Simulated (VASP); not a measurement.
Cost and result of VASP (PAW) for the lattice constant a of SiO2 (rutile). Static lattice. The cost counts the five points of the equation of state, each on the mesh and cut-off of its row, so the ratios hold those differences too. With PBE it took about 9 core-minutes. Times come from single runs on busy shared machines, so they are rough: good to a factor of about 2.

```
level   k-mesh  cut-off (eV)  lattice constant a (Å)         cost over PBE
------  ------  ------------  ----------------------  --------------------
LDA      5×5×8           520                   4.158  within a factor of 2
PBEsol   5×5×8           520                   4.196  within a factor of 2
PBE      5×5×8           520                   4.235             reference
SCAN     5×5×8           520                   4.179         about 5 times
r2SCAN   5×5×8           520                       …         about 5 times
```

Problem. What belongs in the gaps?

Solution. 
- r2SCAN, lattice constant a (Å): 4.185

Left out are levels that failed, ran on another kind of processor or have no fit band path; at most nine are shown.

The compound is SiO2 in the rutile structure, stishovite, a high-pressure form.
